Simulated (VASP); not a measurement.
Data:

```
SnSe2
1.0
    1.93632    -3.35380     0.00000
    1.93632     3.35380     0.00000
    0.00000     0.00000     6.89552
Sn Se
1 2
Cartesian
  0.00000   0.00000   0.00000
  1.93632   1.11794   1.59507
  1.93632  -1.11794   5.30045
```

Computed with PBE GGA, VASP's PBE PAW potentials (set 64) (plane waves; VASP). Numerical set-up: 400 eV cut-off, 7×7×4 Γ-centred mesh, tetrahedra with Blöchl corrections, potentials Sn_d Se.

Q: The job: SnSe2 (1T layered), 3 atoms, PBE, static run, 400 eV, 7×7×4 Γ-centred mesh. Roughly how much core time does it take on a busy server core?

A: About 20 core-seconds (one run on a shared machine, a rough figure). It had 28 irreducible k-points, 17 bands, up to 1642 plane waves and 15 electronic steps.

The compound is SnSe2 in the 1T layered structure. It was relaxed first, which changed the volume by +16 %.
